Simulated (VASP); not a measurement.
# CsTaS2 (P-6m2) in VASP: further runs

One crystal, CsTaS2, is run at these levels: vdW-DF-cx, rev-vdW-DF2; tasks: relaxation of cell and atoms.

Program: VASP 6.6.1. These are calculated values, not measurements. Logs are shortened: lines on timing, memory, paths and dates and some standing lists are left out, and cuts for length are marked.

**1. The crystal as given**

It takes space group P-6m2 (No. 187, hexagonal). Conventional cell: a = 3.542 Å, b = 3.542 Å, c = 8.268 Å, α = 90.00°, β = 90.00°, γ = 120.00°. Around Cs (site symmetry -6m2) lie 6 S at 3.33 Å and 6 Cs at 3.54 Å. Ta (site symmetry -6m2) has 6 S at 2.54 Å as nearest neighbours. Around S (site symmetry 3m) lie 3 Ta at 2.54 Å.

The cell was built by a generator and needn't be a form met in nature.

**2. Relaxation of cell and atoms, vdW-DF-cx**

File INCAR:

```
SYSTEM = CsTaS2
  AGGAC = 0.0
  ALGO = Fast
  EDIFF = 1E-6
  EDIFFG = -0.02
  ENCUT = 600
  GGA = CX
  IBRION = 2
  ISIF = 3
  ISMEAR = -1
  LASPH = .TRUE.
  LCHARG = .FALSE.
  LREAL = .FALSE.
  LUSE_VDW = .TRUE.
  LWAVE = .FALSE.
  NELM = 80
  NSW = 60
  PREC = Accurate
  SIGMA = 0.05
```

File KPOINTS:

```
k-points
0
G
  7 7 3
  0 0 0
```

File POSCAR:

```
CsTaS2
1.0
    3.5423800000      0.0000000000      0.0000000000
   -1.7711900000      3.0677900000      0.0000000000
    0.0000000000      0.0000000000      8.2684800000
Cs Ta S
1 1 2
Direct
    0.0000000000      0.0000000000      0.5000000000
    0.3333300000      0.6666700000      0.0000000000
    0.6666700000      0.3333300000      0.1817700000
    0.6666700000      0.3333300000      0.8182300000
```

Potentials or basis: VASP PAW PBE potentials, release 64 (Cs_sv, Ta_pv, S).

The run is started by

```sh
$ cat potpaw_PBE.64/Cs_sv/POTCAR potpaw_PBE.64/Ta_pv/POTCAR potpaw_PBE.64/S/POTCAR > POTCAR
$ mpirun -np 1 vasp_std > vasp.out
```

OUTCAR:

```text
SYSTEM = CsTaS2
   EDIFF = 1E-6
   EDIFFG = -0.02
   ENCUT = 600
   GGA = CX
   IBRION = 2
   ISIF = 3
   ISMEAR = -1
   LASPH = .TRUE.
   LREAL = .FALSE.
   NELM = 80
   NSW = 60
   PREC = Accurate

 ion  position               nearest neighbor table
   1  0.000  0.000  0.500-
   2  0.333  0.667  0.000-   3 2.54   4 2.54   3 2.54   4 2.54   3 2.54   4 2.54
   3  0.667  0.333  0.182-   2 2.54   2 2.54   2 2.54
   4  0.667  0.333  0.818-   2 2.54   2 2.54   2 2.54

  LATTYP: Found a hexagonal cell.
 ALAT       =     3.5423800000
 C/A-ratio  =     2.3341595199

  Lattice vectors:

 A1 = (   3.5423800000,   0.0000000000,   0.0000000000)
 A2 = (  -1.7711900000,   3.0677900000,   0.0000000000)
 A3 = (   0.0000000000,   0.0000000000,   8.2684800000)

Analysis of symmetry for initial positions (statically):
=====================================================================
 Subroutine PRICEL returns:
 Original cell was already a primitive cell.

 Routine SETGRP: Setting up the symmetry group for a
 hexagonal supercell.

 Subroutine GETGRP returns: Found  4 space group operations
 (whereof  4 operations were pure point group operations)
 out of a pool of 24 trial point group operations.

The static configuration has the point symmetry C_2v.

Analysis of symmetry for dynamics (positions and initial velocities):
=====================================================================
 Subroutine PRICEL returns:
 Original cell was already a primitive cell.

 Routine SETGRP: Setting up the symmetry group for a
 hexagonal supercell.

 Subroutine GETGRP returns: Found  4 space group operations
 (whereof  4 operations were pure point group operations)
 out of a pool of 24 trial point group operations.

The dynamic configuration has the point symmetry C_2v.

 Subroutine INISYM returns: Found  4 space group operations
 (whereof  4 operations are pure point group operations),
 and found     1 'primitive' translations

----------------------------------------------------------------------------------------

                                     Primitive cell

  volume of cell :      89.8559

  direct lattice vectors                    reciprocal lattice vectors
     3.542380000  0.000000000  0.000000000     0.282296083  0.162983777  0.000000000
    -1.771190000  3.067790000  0.000000000     0.000000000  0.325967553  0.000000000
     0.000000000  0.000000000  8.268480000     0.000000000  0.000000000  0.120941213

  length of vectors
     3.542380000  3.542379073  8.268480000     0.325967468  0.325967553  0.120941213
[... 89 lines left out ...]
   IBRION =      2    ionic relax: 0-MD 1-quasi-New 2-CG
   NFREE  =      1    steps in history (QN), initial steepest desc. (CG)
   ISIF   =      3    stress and relaxation
   ISYM   =      2    0-nonsym 1-usesym 2-fastsym
   POTIM  = 0.5000    time-step for ionic-motion
   TEBEG  =    0.0;   TEEND  =   0.0 temperature during run
   PSTRESS=    0.0 pullay stress
   NELECT =      32.0000    total number of electrons
   NUPDOWN=      -1.0000    fix difference up-down
   EMIN   =  10.00;   EMAX   =-10.00  energy-range for DOS
   EFERMI =   0.00;   METHOD = LEGACY
   ISMEAR =    -1;   SIGMA  =   0.05  broadening in eV -4-tet -1-fermi 0-gaus
   EFERMI_NEDOS =   21; number of points for ismear=-14 and -15
   IALGO  =     68    algorithm
   IMIX   =      4    mixing-type and parameters
     AMIX     =   0.40;   BMIX     =  1.00
     AMIX_MAG =   1.60;   BMIX_MAG =  1.00
  volume/ion in A,a.u.               =      22.46       151.59
  Fermi-wavevector in a.u.,A,eV,Ry     =   1.160404  2.192846 18.320764  1.346538
  Thomas-Fermi vector in A             =   2.296987
   LORBIT       =      0    0 simple, 1 ext, 2 COOP (PROOUT), +10 PAW based schemes
   GGA     = CX    functional components
   LHFCALC =     F    Hartree Fock is set to
   AEXX    =    0.0000 exact exchange contribution
   IVDW_NL    =     1    kernel type
   BPARAM     = 6.3000
   IVDW    =     0    specifies the selected vdW correction
   LEPSILON=     F    determine dielectric tensor
   LRPA    =     F    only Hartree local field effects (RPA)
 conjugate gradient relaxation of ions
 non-spin polarized calculation
 RMM-DIIS sequential band-by-band and
  energy-cutoff  :      600.00
  volume of cell :       89.86
 maximum number of plane-waves:      3033
   NGX = 15   NGY = 15   NGZ = 33

--------------------------------------- Ionic step        1  -------------------------------------------

 number of electron      31.9999999 magnetization

 Free energy of the ion-electron system (eV)
  ---------------------------------------------------
  ext. energy  EPLUGINS =         0.00000000
  ---------------------------------------------------
  free energy    TOTEN  =       -17.45005472 eV

  energy without entropy =      -17.44865048  energy(sigma->0) =      -17.44935260

------------------------ aborting loop because EDIFF is reached ----------------------------------------

  FORCE on cell =-STRESS in cart. coord.  units (eV):
  Direction    XX          YY          ZZ          XY          YZ          ZX
  --------------------------------------------------------------------------------------
  -------------------------------------------------------------------------------------
  Total       -1.6525062     -1.6523874     -1.4171716      0.0001019      0.0000000      0.0000000
  in kB      -29.4650527    -29.4629337    -25.2689142      0.0018173      0.0000000      0.0000000
  external PRESSURE =     -28.0656336 kB  Pullay stress =       0.0000000 kB
[... 227 lines left out ...]
--------------------------------------- Ionic step        7  -------------------------------------------

 number of electron      32.0000001 magnetization

 Free energy of the ion-electron system (eV)
  ---------------------------------------------------
  ext. energy  EPLUGINS =         0.00000000
  ---------------------------------------------------
  free energy    TOTEN  =       -17.47913754 eV

  energy without entropy =      -17.47776440  energy(sigma->0) =      -17.47845097

 E-fermi :   6.7158     XC(G=0): -10.6182

 val. band max:        6.6180780857   @ k =   0.0000   0.0000   0.3333
 cond. band min:       6.9133080013   @ k =   0.4286   0.0000   0.3333
 fundamental gap:      0.2952299156
 Fermi energy:         6.7158338805

 k-point     1 :       0.0000    0.0000    0.0000
  band No.  band energies     occupation
      1     -28.8801      2.00000
      2     -28.8064      2.00000
      3     -28.8064      2.00000
      4     -17.8254      2.00000
      5      -8.6503      2.00000
      6      -7.6852      2.00000
[... 541 lines left out ...]
     19       8.4307      0.00000
     20       8.8157      0.00000

 [... further k-points ...]
[... 5 lines left out ...]
  --------------------------------------------------------------------------------------
  -------------------------------------------------------------------------------------
  Total       -0.0066322     -0.0065115     -0.0003111      0.0001045      0.0000000      0.0000000
  in kB       -0.1226841     -0.1204513     -0.0057549      0.0019337      0.0000000      0.0000000
  external PRESSURE =      -0.0829634 kB  Pullay stress =       0.0000000 kB
[... 23 lines left out ...]
  energy  without entropy=      -17.4777644041  energy(sigma->0) =      -17.47845097

Total vdW correction in eV:      4.9302069

 reached required accuracy - stopping structural energy minimisation
```

CONTCAR:

```text
CsTaS2
   1.00000000000000
     3.4963018926766738   -0.0000040339162365    0.0000000000000000
    -1.7481544398111200    3.0278832132391815    0.0000000000000000
     0.0000000000000000    0.0000000000000000    8.1814892028028900
  Cs              Ta              S
     1     1     2
Direct
     0.0000006623831506    0.9999993376168461    0.5000000000000000
     0.3333335080678326    0.6666664919321301    0.0000000000000000
     0.6666679147745103    0.3333320852255103    0.1839131820590458
     0.6666679147745103    0.3333320852255103    0.8160868179409543

  0.00000000E+00  0.00000000E+00  0.00000000E+00
  0.00000000E+00  0.00000000E+00  0.00000000E+00
  0.00000000E+00  0.00000000E+00  0.00000000E+00
  0.00000000E+00  0.00000000E+00  0.00000000E+00
```

It took 25 min on 1 thread of Intel Xeon Platinum 8175M at 2.50GHz (Skylake/Cascade Lake), shared host; peak memory 0.58 GiB.

What came out:

* Free energy: -17.4791 eV
* Relaxed volume: 21.65 Å³/atom
* Relaxed cell: a = 3.496 Å, b = 3.496 Å, c = 8.181 Å, α = 90.00°, β = 90.00°, γ = 120.00°
* Space group after relaxing (to 0.05 Å): P-6m2 (No. 187)
* Energy gained by relaxing: 7.3 meV/atom
* Ionic steps: 7
* Pressure after relaxing: 0.0 GPa
* Band gap on the k mesh: 0.30 eV, indirect (least direct gap 0.90 eV)

The path:
```
step  energy change (eV)  largest force (eV/Å)  pressure (GPa)  volume (Å³)
   1              0.0000                0.0307           -2.81        89.86
   2             -0.0034                0.5430            2.88        84.83
   3             -0.0242                0.2552           -0.02        87.19
   4             -0.0284                0.0804           -0.02        86.82
   5             -0.0286                0.0324           -0.02        86.72
   6             -0.0290                0.0134           -0.02        86.66
   7             -0.0291                0.0011           -0.01        86.61
```

Final structure:
```
Cs Ta S
1.0
     3.49630    0.00000    0.00000
    -1.74815    3.02788    0.00000
     0.00000    0.00000    8.18149
Cs Ta S
1 1 2
Direct
  0.00000 0.00000 0.50000
  0.33333 0.66667 0.00000
  0.66667 0.33333 0.18391
  0.66667 0.33333 0.81609
```

Caveat: the PAW data sets were made with another functional, which shifts forces and pressure a little; spin-orbit coupling is left out, which moves the levels of the heavy elements; an odd mesh through Γ misses points on the zone boundary, where band edges often lie.

**3. Relaxation of cell and atoms, rev-vdW-DF2**

INCAR, as its differences from that of step 2:

```diff
@@ -6,3 +6,3 @@
   ENCUT = 600
-  GGA = CX
+  GGA = MK
   IBRION = 2
@@ -17,3 +17,6 @@
   NSW = 60
+  PARAM1 = 0.1234
+  PARAM2 = 0.711357
   PREC = Accurate
   SIGMA = 0.05
+  ZAB_VDW = -1.8867
```

KPOINTS is that of step 2.

POSCAR is that of step 2.

Potentials or basis: VASP PAW PBE potentials, release 64 (Cs_sv, Ta_pv, S).

The run is started by

```sh
$ cat potpaw_PBE.64/Cs_sv/POTCAR potpaw_PBE.64/Ta_pv/POTCAR potpaw_PBE.64/S/POTCAR > POTCAR
$ mpirun -np 1 vasp_std > vasp.out
```

Run time: 16 min. Hardware: 1 thread of Intel Xeon Platinum 8175M at 2.50GHz (Skylake/Cascade Lake), shared host; peak memory 0.57 GiB.

The run converged. Its results:

- Free energy: -17.9182 eV
- Relaxed volume: 22.02 Å³/atom
- Relaxed cell: a = 3.516 Å, b = 3.516 Å, c = 8.230 Å, α = 90.00°, β = 90.00°, γ = 120.00°
- Space group after relaxing (to 0.05 Å): P-6m2 (No. 187)
- Energy gained by relaxing: 2.2 meV/atom
- Ionic steps: 6
- Pressure after relaxing: 0.0 GPa
- Largest force after relaxing: 0.011 eV/Å
- Band gap on the k mesh: 0.28 eV, indirect (least direct gap 0.83 eV)

Forces in eV/Å, atoms in the order of the input:
```
Cs   0.000  0.000  0.000
Ta   0.000  0.000  0.000
S    0.000  0.000  0.011
S    0.000  0.000 -0.011
```

Stress tensor (GPa, compression positive):
```
 0.04  0.00  0.00
 0.00  0.04  0.00
 0.00  0.00 -0.08
```

The path:
| step | energy change (eV) | largest force (eV/Å) | pressure (GPa) | volume (Å³) |
| --- | --- | --- | --- | --- |
| 1 | 0.0000 | 0.0280 | -1.44 | 89.86 |
| 2 | -0.0027 | 0.2662 | 1.29 | 87.25 |
| 3 | -0.0069 | 0.1599 | 0.05 | 88.38 |
| 4 | -0.0084 | 0.0439 | 0.00 | 88.17 |
| 5 | -0.0085 | 0.0195 | -0.01 | 88.13 |
| 6 | -0.0086 | 0.0109 | 0.00 | 88.10 |

Final structure:
```xyz
4
Lattice="3.5158 0.0000 0.0000 -1.7579 3.0448 0.0000 0.0000 0.0000 8.2299" Properties=species:S:1:pos:R:3 pbc="T T T"
Cs   -1.7579    3.0448    4.1150
Ta    0.0000    2.0298    0.0000
S     1.7579    1.0149    1.5068
S     1.7579    1.0149    6.7231
```

Levels at points of the mesh, in eV from the valence-band top:
```csv
k point,band 14,band 15,band 16,band 17,band 18,band 19
"(0.00, 0.00, 0.00)",-3.06,-2.32,-0.41,0.97,1.47,1.49
```

Caveat: the PAW data sets were made with another functional, which shifts forces and pressure a little; spin-orbit coupling is left out, which moves the levels of the heavy elements; an odd mesh through Γ misses points on the zone boundary, where band edges often lie.
